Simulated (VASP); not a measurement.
These are r2SCAN meta-GGA, VASP's PBE PAW potentials (set 64) (plane waves; VASP 6.6.1) values and carry that method's errors.

The input files of a VASP run:

INCAR:
```
ALGO  =  Normal
DIPOL  =  0.5 0.5 0.5
EDIFF  =  1E-5
EDIFFG  =  -0.03
ENCUT  =  400
IBRION  =  2
IDIPOL  =  3
ISIF  =  2
ISMEAR  =  1
LASPH  =  .TRUE.
LCHARG  =  .FALSE.
LDIPOL  =  .TRUE.
LMAXMIX  =  4
LMIXTAU  =  .TRUE.
LREAL  =  .FALSE.
LWAVE  =  .TRUE.
METAGGA  =  R2SCAN
NELM  =  100
NELMIN  =  4
NSW  =  50
PREC  =  Normal
SIGMA  =  0.1
SYSTEM  =  Ti(001) slab
```

File POSCAR:
```
Ti(001) slab
1.0
  2.9384827441   0.0000000000   0.0000000000
 -1.4692413721   2.5448007636   0.0000000000
  0.0000000000   0.0000000000  24.1330065905
Ti
4
direct
  0.6666670000   0.3333330000   0.4519700000
  0.3333330000   0.6666670000   0.3559110000
  0.6666670000   0.3333330000   0.6440890000
  0.3333330000   0.6666670000   0.5480300000
```

### KPOINTS
```
Automatic mesh
0
Gamma
11 11 1
0 0 0
```

POTCAR, in this order: Ti_sv (PBE.64 set). Program: vasp_std.

The resulting files:

### OSZICAR
```
...
DAV:   7    -0.497397664650E+02   -0.46896E-03   -0.25351E-04  1016   0.132E-01    0.912E-03
DAV:   8    -0.497396584658E+02    0.10800E-03   -0.54886E-05   728   0.637E-02    0.655E-03
DAV:   9    -0.497397897647E+02   -0.13130E-03   -0.11884E-04   684   0.901E-02    0.424E-03
DAV:  10    -0.497398139182E+02   -0.24153E-04   -0.71156E-05   656   0.773E-02    0.250E-03
DAV:  11    -0.497398388828E+02   -0.24965E-04   -0.10046E-05   716   0.313E-02    0.139E-03
DAV:  12    -0.497398297781E+02    0.91046E-05   -0.13346E-05   684   0.364E-02
   7 F= -.49739830E+02 E0= -.49742032E+02  d E =-.751978E-03
       N       E                     dE             d eps       ncg     rms          rms(c)
DAV:   1    -0.496974458361E+02    0.42393E-01   -0.24866E+00   972   0.304E+01    0.473E-01
DAV:   2    -0.497433158547E+02   -0.45870E-01   -0.59821E-01  1176   0.804E+00    0.137E+00
DAV:   3    -0.497265388183E+02    0.16777E-01   -0.19634E-01  1160   0.497E+00    0.285E-01
DAV:   4    -0.497316127234E+02   -0.50739E-02   -0.16516E-02  1140   0.134E+00    0.222E-01
DAV:   5    -0.497342317924E+02   -0.26191E-02   -0.31327E-03  1352   0.694E-01    0.124E-01
DAV:   6    -0.497393518251E+02   -0.51200E-02   -0.43205E-03  1016   0.799E-01    0.556E-02
DAV:   7    -0.497409580104E+02   -0.16062E-02   -0.14505E-03  1096   0.304E-01    0.284E-02
DAV:   8    -0.497407155135E+02    0.24250E-03   -0.27419E-04  1032   0.142E-01    0.218E-02
DAV:   9    -0.497407953999E+02   -0.79886E-04   -0.92725E-04   996   0.261E-01    0.174E-02
DAV:  10    -0.497407547344E+02    0.40666E-04   -0.10581E-04  1024   0.980E-02    0.164E-02
DAV:  11    -0.497409923383E+02   -0.23760E-03   -0.51308E-05   728   0.680E-02    0.885E-03
DAV:  12    -0.497413017535E+02   -0.30942E-03   -0.23360E-04  1048   0.198E-01    0.686E-03
DAV:  13    -0.497413168615E+02   -0.15108E-04   -0.58341E-05   704   0.897E-02    0.355E-03
DAV:  14    -0.497413305767E+02   -0.13715E-04   -0.73567E-06   660   0.308E-02    0.250E-03
DAV:  15    -0.497414155757E+02   -0.84999E-04   -0.24585E-05   708   0.346E-02    0.179E-03
DAV:  16    -0.497414474191E+02   -0.31843E-04   -0.57191E-06   608   0.220E-02    0.153E-03
DAV:  17    -0.497414583142E+02   -0.10895E-04   -0.32084E-06   532   0.170E-02    0.105E-03
DAV:  18    -0.497414769722E+02   -0.18658E-04   -0.83018E-06   552   0.307E-02    0.658E-04
DAV:  19    -0.497414816436E+02   -0.46713E-05   -0.21863E-06   524   0.131E-02
   8 F= -.49741482E+02 E0= -.49743548E+02  d E =-.240384E-02
       N       E                     dE             d eps       ncg     rms          rms(c)
DAV:   1    -0.495708548057E+02    0.17062E+00   -0.99944E+00   972   0.606E+01    0.951E-01
DAV:   2    -0.497923211626E+02   -0.22147E+00   -0.23687E+00  1192   0.165E+01    0.273E+00
DAV:   3    -0.497084066704E+02    0.83914E-01   -0.82254E-01  1144   0.869E+00    0.559E-01
DAV:   4    -0.497209749866E+02   -0.12568E-01   -0.65577E-02  1136   0.271E+00    0.440E-01
DAV:   5    -0.497249540689E+02   -0.39791E-02   -0.12515E-02  1360   0.135E+00    0.248E-01
DAV:   6    -0.497378275226E+02   -0.12873E-01   -0.13947E-02  1088   0.149E+00    0.966E-02
DAV:   7    -0.497410213798E+02   -0.31939E-02   -0.38761E-03  1084   0.475E-01    0.571E-02
DAV:   8    -0.497404464687E+02    0.57491E-03   -0.69032E-04  1108   0.224E-01    0.324E-02
DAV:   9    -0.497412234396E+02   -0.77697E-03   -0.25973E-03   944   0.387E-01    0.254E-02
DAV:  10    -0.497404942962E+02    0.72914E-03   -0.47655E-04  1072   0.211E-01    0.191E-02
DAV:  11    -0.497415601875E+02   -0.10659E-02   -0.15056E-04   724   0.986E-02    0.912E-03
DAV:  12    -0.497414183811E+02    0.14181E-03   -0.21161E-04   948   0.166E-01    0.530E-03
DAV:  13    -0.497414433460E+02   -0.24965E-04   -0.11217E-04   752   0.112E-01    0.443E-03
DAV:  14    -0.497418333255E+02   -0.38998E-03   -0.12889E-04   704   0.105E-01    0.315E-03
DAV:  15    -0.497419077820E+02   -0.74456E-04   -0.36347E-05   800   0.551E-02    0.294E-03
DAV:  16    -0.497419135775E+02   -0.57956E-05   -0.19802E-05   720   0.481E-02
   9 F= -.49741914E+02 E0= -.49743695E+02  d E =-.283578E-02
       N       E                     dE             d eps       ncg     rms          rms(c)
DAV:   1    -0.497171276793E+02    0.24780E-01   -0.13606E+00   976   0.226E+01    0.350E-01
DAV:   2    -0.497876325948E+02   -0.70505E-01   -0.33160E-01  1148   0.557E+00    0.977E-01
DAV:   3    -0.497644756431E+02    0.23157E-01   -0.10300E-01  1220   0.480E+00    0.213E-01
DAV:   4    -0.497571117706E+02    0.73639E-02   -0.94262E-03  1220   0.110E+00    0.153E-01
DAV:   5    -0.497441888346E+02    0.12923E-01   -0.37237E-03  1148   0.705E-01    0.646E-02
DAV:   6    -0.497441648641E+02    0.23970E-04   -0.40597E-03   928   0.682E-01    0.352E-02
DAV:   7    -0.497425093001E+02    0.16556E-02   -0.16879E-03   912   0.352E-01    0.197E-02
DAV:   8    -0.497421267256E+02    0.38257E-03   -0.37493E-04   928   0.134E-01    0.145E-02
DAV:   9    -0.497420289889E+02    0.97737E-04   -0.41690E-04   960   0.223E-01    0.153E-02
DAV:  10    -0.497422512489E+02   -0.22226E-03   -0.40254E-04   912   0.212E-01    0.848E-03
DAV:  11    -0.497421178724E+02    0.13338E-03   -0.16968E-04   680   0.116E-01    0.443E-03
DAV:  12    -0.497421792376E+02   -0.61365E-04   -0.11969E-04   656   0.103E-01    0.383E-03
DAV:  13    -0.497422112032E+02   -0.31966E-04   -0.47667E-05   744   0.502E-02    0.284E-03
DAV:  14    -0.497422404059E+02   -0.29203E-04   -0.18331E-05   724   0.406E-02    0.176E-03
DAV:  15    -0.497422469482E+02   -0.65423E-05   -0.17399E-05   656   0.371E-02
  10 F= -.49742247E+02 E0= -.49744123E+02  d E =-.316915E-02
       N       E                     dE             d eps       ncg     rms          rms(c)
DAV:   1    -0.497300767139E+02    0.12164E-01   -0.71896E-01   976   0.155E+01    0.243E-01
DAV:   2    -0.497487755747E+02   -0.18699E-01   -0.16338E-01  1196   0.396E+00    0.663E-01
DAV:   3    -0.497423408368E+02    0.64347E-02   -0.51430E-02  1284   0.268E+00    0.149E-01
DAV:   4    -0.497417460905E+02    0.59475E-03   -0.38708E-03  1160   0.750E-01    0.917E-02
DAV:   5    -0.497409776419E+02    0.76845E-03   -0.94500E-04  1184   0.434E-01    0.324E-02
DAV:   6    -0.497417071106E+02   -0.72947E-03   -0.62792E-04   980   0.309E-01    0.145E-02
DAV:   7    -0.497419065487E+02   -0.19944E-03   -0.28502E-04  1040   0.187E-01    0.716E-03
DAV:   8    -0.497418821571E+02    0.24392E-04   -0.83641E-05   832   0.100E-01    0.481E-03
DAV:   9    -0.497421405173E+02   -0.25836E-03   -0.60688E-05   788   0.984E-02    0.377E-03
DAV:  10    -0.497421704247E+02   -0.29907E-04   -0.97970E-06   736   0.275E-02    0.326E-03
DAV:  11    -0.497421727015E+02   -0.22768E-05   -0.18762E-06   544   0.131E-02
  11 F= -.49742173E+02 E0= -.49744027E+02  d E =0.742467E-04
       N       E                     dE             d eps       ncg     rms          rms(c)
DAV:   1    -0.497384208040E+02    0.37496E-02   -0.23900E-01   976   0.892E+00    0.142E-01
DAV:   2    -0.497447659572E+02   -0.63452E-02   -0.55800E-02  1204   0.230E+00    0.404E-01
DAV:   3    -0.497422710714E+02    0.24949E-02   -0.18485E-02  1284   0.188E+00    0.851E-02
DAV:   4    -0.497424155107E+02   -0.14444E-03   -0.13837E-03  1236   0.443E-01    0.526E-02
DAV:   5    -0.497417432233E+02    0.67229E-03   -0.80242E-04  1024   0.293E-01    0.185E-02
DAV:   6    -0.497421488866E+02   -0.40566E-03   -0.47195E-04   904   0.229E-01    0.945E-03
DAV:   7    -0.497423527401E+02   -0.20385E-03   -0.25818E-04   920   0.154E-01    0.469E-03
DAV:   8    -0.497423205689E+02    0.32171E-04   -0.51300E-05   736   0.705E-02    0.323E-03
DAV:   9    -0.497424054143E+02   -0.84845E-04   -0.19015E-05   728   0.430E-02    0.192E-03
DAV:  10    -0.497424426671E+02   -0.37253E-04   -0.10388E-05   660   0.276E-02    0.137E-03
DAV:  11    -0.497424540133E+02   -0.11346E-04   -0.54361E-06   520   0.232E-02    0.122E-03
DAV:  12    -0.497424611924E+02   -0.71791E-05   -0.45365E-06   496   0.252E-02
  12 F= -.49742461E+02 E0= -.49744348E+02  d E =-.214244E-03
```

OUTCAR:
```
------------------------ aborting loop because EDIFF is reached ----------------------------------------
  FORCE on cell =-STRESS in cart. coord.  units (eV):
  Direction    XX          YY          ZZ          XY          YZ          ZX
  --------------------------------------------------------------------------------------
  Total       -0.9694179     -0.9694179     -0.3004791      0.0000000      0.0000000      0.0000000
  in kB       -8.6066321     -8.6066325     -2.6676973      0.0000000      0.0000000      0.0000000
  external PRESSURE =      -6.6269873 kB  Pullay stress =       0.0000000 kB
  volume of cell :      180.46
      direct lattice vectors                 reciprocal lattice vectors
     2.938482744  0.000000000  0.000000000     0.340311680  0.196479036  0.000000000
    -1.469241372  2.544800764  0.000000000     0.000000000  0.392958071  0.000000000
     0.000000000  0.000000000 24.133006590     0.000000000  0.000000000  0.041437025
 POSITION                                       TOTAL-FORCE (eV/Angst)
 -----------------------------------------------------------------------------------
      1.46924      0.84827     10.83686        -0.000000      0.000000      0.011563
     -0.00000      1.69653      8.68609         0.000000     -0.000000     -0.002993
      1.46924      0.84827     15.44691         0.000000      0.000000      0.002993
     -0.00000      1.69653     13.29615        -0.000000      0.000000     -0.011563
 -----------------------------------------------------------------------------------
    total drift:                                0.000000      0.000000      0.000000
  FREE ENERGIE OF THE ION-ELECTRON SYSTEM (eV)
  ---------------------------------------------------
  free  energy   TOTEN  =       -49.7424611924 eV

  energy  without entropy=      -49.7481219553  energy(sigma->0) =      -49.74434811

 reached required accuracy - stopping structural energy minimisation
```
(Selected blocks of OUTCAR.)

### CONTCAR
```
Ti(001) slab
   1.00000000000000
     2.9384827440999999    0.0000000000000000    0.0000000000000000
    -1.4692413720999999    2.5448007636000001    0.0000000000000000
     0.0000000000000000    0.0000000000000000   24.1330065904999991
  Ti
     4
Direct
     0.6666669999999968    0.3333330000000032    0.4490472417324428
     0.3333330000000032    0.6666669999999968    0.3599258240421627
     0.6666669999999968    0.3333330000000032    0.6400741759578373
     0.3333330000000032    0.6666669999999968    0.5509527582675574
```

### OUTCAR
```
 val. band max:        0.5236272570   @ k =   0.3636   0.2727   0.0000

 cond. band min:       0.5842733224   @ k =   0.3636   0.0000   0.0000


 Fermi energy:         0.5298785847

 k-point     1 :       0.0000    0.0000    0.0000
  band No.  band energies     occupation
      1     -58.7370      2.00000
      2     -58.7320      2.00000
      3     -58.5551      2.00000
      4     -58.5136      2.00000
      5     -34.2597      2.00000
      6     -34.1715      2.00000
      7     -33.7337      2.00000
      8     -33.6412      2.00000
      9     -33.6408      2.00000
     10     -33.6385      2.00000
     11     -33.6380      2.00000
     12     -33.5466      2.00000
     13     -33.4863      2.00000
     14     -33.4859      2.00000
     15     -33.4567      2.00000
     16     -33.4563      2.00000
     17      -5.6409      2.00000
     18      -4.6355      2.00000
     19      -3.3436      2.00000
     20      -2.5079      2.00000
     21       0.1473      2.00000
     22       0.4966      1.53051
     23       0.8976     -0.00000
     24       1.2474     -0.00000
     25       1.2475     -0.00000
     26       1.3036     -0.00000
     27       1.3037     -0.00000
     28       1.3934     -0.00000

 k-point     2 :       0.0909    0.0000    0.0000
  band No.  band energies     occupation
      1     -58.7293      2.00000
      2     -58.7247      2.00000
      3     -58.5498      2.00000
      4     -58.5097      2.00000
      5     -34.2449      2.00000
      6     -34.1643      2.00000
      7     -33.7653      2.00000
      8     -33.6926      2.00000
      9     -33.6519      2.00000
     10     -33.6514      2.00000
     11     -33.6487      2.00000
     12     -33.5441      2.00000
     13     -33.5161      2.00000
     14     -33.4941      2.00000
     15     -33.4890      2.00000
     16     -33.4623      2.00000
     17      -5.4055      2.00000
     18      -4.4072      2.00000
     19      -3.1295      2.00000
     20      -2.3068      2.00000
...
```

The cell is a thin slab with vacuum, built from Ti (hcp): (001) face.
